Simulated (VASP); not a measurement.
These are HSE06 screened hybrid, VASP's PBE PAW potentials (set 64) (plane waves; VASP) values and carry that method's errors.

The input files of a VASP run:

INCAR:
```
! general
SYSTEM  =Ga32As31Sb
PREC    =Normal
ENCUT   =400
LREAL   =Auto
LASPH   =.True.
ISYM    =0

! electronic loop
EDIFF   =1E-5
NELM    =50
NELMIN  =4
ALGO    =Normal
LMAXMIX =4

! smearing
ISMEAR  =0
SIGMA   =0.05

! functional
GGA     =PE
LHFCALC =.True.
AEXX    =0.25
HFSCREEN=0.2
PRECFOCK=Fast

! ions
ISIF    =0

! output
LWAVE   =.False.
LCHARG  =.False.
```

**KPOINTS**
```
Regular mesh
0
gamma
  1 1 1
0 0 0
```

File POSCAR:
```
Ga32As31Sb
1
   11.5222104216     0.0000000000     0.0000000000
    0.0000000000    11.5222104216     0.0000000000
    0.0000000000     0.0000000000    11.5222104216
Ga As Sb
32 31 1
Direct
  0.5004141126   0.9992029177   0.9994394589
  0.7498276645   0.2499964281   0.9998421425
  0.7498954807   0.9996440038   0.2499847309
  0.9998676465   0.0001141419   0.0000893260
  0.2494391024   0.2505425051   0.9995410686
  0.4999058088   0.4996875096   0.9999646287
  0.7496104430   0.7508152520   0.9992909220
  0.2488635657   0.9988285615   0.2500963671
  0.4942848378   0.2439677769   0.2453941632
  0.7555545666   0.5055676542   0.2446221052
  0.5001065392   0.9991416517   0.5002367962
  0.7565661205   0.2438070591   0.5069473618
  0.7497519154   0.9988520216   0.7511736918
  0.0008060581   0.4996389643   0.9993199216
  0.2501129257   0.7498705881   0.0001023473
  0.0003531692   0.2500380400   0.2500968395
  0.2498883345   0.4998597847   0.2499803096
  0.5000053166   0.7501620500   0.2502472146
  0.0008538739   0.9989974105   0.4996213426
  0.2490141479   0.2499203234   0.5000879400
  0.4936242118   0.5057127925   0.5071809745
  0.7499913339   0.7504211704   0.4999024974
  0.2501196655   0.0000731204   0.7499114827
  0.5001084364   0.2497689661   0.7509450145
  0.7499571677   0.5000631733   0.7507774030
  0.0008857789   0.7508386406   0.2503645833
  0.0005626283   0.5000803592   0.4998783187
  0.2491860066   0.7508039836   0.4994966207
  0.0011210184   0.2502052484   0.7513348079
  0.2487163373   0.4999382957   0.7513521205
  0.5002968072   0.7510086249   0.7512882229
  0.9998975684   0.7499337980   0.7498633270
  0.6250303676   0.1235856451   0.1237645173
  0.8764167466   0.3748236528   0.1236025066
  0.8767241458   0.1232375672   0.3748971365
  0.1250457901   0.1250452923   0.1249561235
  0.3738017607   0.3748645864   0.1239445602
  0.6248266873   0.6264173689   0.1235573209
  0.8750204923   0.8749280569   0.1250267400
  0.3728419523   0.1227520150   0.3755677084
  0.8766219488   0.6266161743   0.3751445851
  0.6248148003   0.1229579809   0.6270957777
  0.8772618770   0.3753361750   0.6272978939
  0.8749303227   0.1249733496   0.8750560022
  0.1249895275   0.6249585061   0.1250467185
  0.3750407964   0.8749448094   0.1250377081
  0.1249933175   0.3750814617   0.3748850785
  0.3734965069   0.6263606054   0.3750808306
  0.6250286584   0.8749475816   0.3749546417
  0.1247345373   0.1248346159   0.6251522883
  0.3726194496   0.3744682552   0.6274994061
  0.6251795089   0.6269433644   0.6270750619
  0.8749999570   0.8750575016   0.6250128199
  0.3749327464   0.1248827910   0.8753189725
  0.6249830645   0.3749976197   0.8751978605
  0.8750833184   0.6250726788   0.8752086802
  0.1249641762   0.8748753006   0.3750569860
  0.1251074613   0.6251046745   0.6250005690
  0.3749229661   0.8747449606   0.6251499309
  0.1250501754   0.3749896416   0.8754427939
  0.3750070913   0.6249332397   0.8751089702
  0.6249852550   0.8750354369   0.8753139790
  0.1250022114   0.8750151351   0.8749856380
  0.6251687931   0.3748601384   0.3764681429
```

POTCAR, in this order: Ga As Sb (PBE.64 set). Program: vasp_gam. Read from the step before: WAVECAR.

The run wrote:

File OSZICAR:
```
       N       E                     dE             d eps       ncg     rms          rms(c)
DAV:   1    -0.311097597507E+03   -0.31110E+03   -0.24060E+01   322   0.129E+01    0.217E+01
DAV:   2    -0.311246358055E+03   -0.14876E+00   -0.63850E-01   363   0.135E+00    0.161E+01
DAV:   3    -0.311193830716E+03    0.52527E-01   -0.31860E-02   363   0.323E-01    0.999E+00
DAV:   4    -0.311173870506E+03    0.19960E-01   -0.13309E-02   364   0.192E-01    0.597E+00
DAV:   5    -0.311167513116E+03    0.63574E-02   -0.41057E-03   372   0.104E-01    0.353E+00
DAV:   6    -0.311165322970E+03    0.21901E-02   -0.93671E-04   364   0.555E-02    0.207E+00
DAV:   7    -0.311164566153E+03    0.75682E-03   -0.28705E-04   340   0.333E-02    0.121E+00
DAV:   8    -0.311164326121E+03    0.24003E-03   -0.10597E-04   348   0.208E-02    0.706E-01
DAV:   9    -0.311164258957E+03    0.67164E-04   -0.35506E-05   275   0.124E-02    0.413E-01
DAV:  10    -0.311164245128E+03    0.13829E-04   -0.12634E-05   195   0.784E-03    0.241E-01
DAV:  11    -0.311164245745E+03   -0.61718E-06   -0.51401E-06   195   0.485E-03
   1 F= -.31116425E+03 E0= -.31116425E+03  d E =-.155797E-14
```

### OUTCAR
```
------------------------ aborting loop because EDIFF is reached ----------------------------------------
  volume of cell :     1529.70
      direct lattice vectors                 reciprocal lattice vectors
    11.522210422  0.000000000  0.000000000     0.086788903  0.000000000  0.000000000
     0.000000000 11.522210422  0.000000000     0.000000000  0.086788903  0.000000000
     0.000000000  0.000000000 11.522210422     0.000000000  0.000000000  0.086788903
  FREE ENERGIE OF THE ION-ELECTRON SYSTEM (eV)
  ---------------------------------------------------
  free  energy   TOTEN  =      -311.1642457453 eV

  energy  without entropy=     -311.1642457453  energy(sigma->0) =     -311.16424575

  exchange ACFDT corr.  =         0.00000000  see jH, gK, PRB 81, 115126
```
(Selected blocks of OUTCAR.)

File OUTCAR:
```
 val. band max:        1.9910310372   @ k =   0.0000   0.0000   0.0000

 cond. band min:       3.0143995353   @ k =   0.0000   0.0000   0.0000


 Fermi energy:         2.2714089080

 k-point     1 :       0.0000    0.0000    0.0000
  band No.  band energies     occupation
      1     -11.5599      2.00000
      2     -10.6953      2.00000
      3     -10.6952      2.00000
      4     -10.6721      2.00000
      5     -10.6710      2.00000
      6     -10.6695      2.00000
      7     -10.5611      2.00000
      8     -10.0233      2.00000
      9     -10.0227      2.00000
     10      -9.9998      2.00000
     11      -9.9986      2.00000
     12      -9.9981      2.00000
     13      -9.9921      2.00000
     14      -9.9904      2.00000
     15      -9.9900      2.00000
     16      -9.9771      2.00000
     17      -9.9755      2.00000
     18      -9.9724      2.00000
     19      -9.9320      2.00000
     20      -9.8855      2.00000
     21      -9.8852      2.00000
     22      -9.8850      2.00000
     23      -9.5779      2.00000
     24      -9.1462      2.00000
     25      -9.1457      2.00000
     26      -9.1379      2.00000
     27      -9.1216      2.00000
     28      -9.1214      2.00000
     29      -9.1064      2.00000
     30      -9.1050      2.00000
     31      -9.1042      2.00000
     32      -8.1082      2.00000
     33      -5.1757      2.00000
     34      -5.1747      2.00000
     35      -5.1741      2.00000
     36      -4.9888      2.00000
     37      -4.9879      2.00000
     38      -4.9872      2.00000
     39      -4.9678      2.00000
     40      -4.9672      2.00000
     41      -4.9669      2.00000
     42      -4.9319      2.00000
     43      -4.9156      2.00000
     44      -4.9146      2.00000
     45      -4.9126      2.00000
     46      -3.9652      2.00000
     47      -3.9643      2.00000
     48      -3.9630      2.00000
     49      -3.9551      2.00000
     50      -3.9543      2.00000
     51      -3.9537      2.00000
...
```

The supercell is sampled at Γ alone, which is coarse: total energies, pressure and levels can be off, energies of defects by several tenths of an eV. Unless said otherwise, spin-orbit coupling is left out, though it shifts the bands of the heavy elements here.

The cell is a supercell with a defect, built from GaAs (zinc blende): Sb_As. The cell's shape comes from a PBE relaxation. The run is not spin-polarised, so no state with unpaired spins was tried.
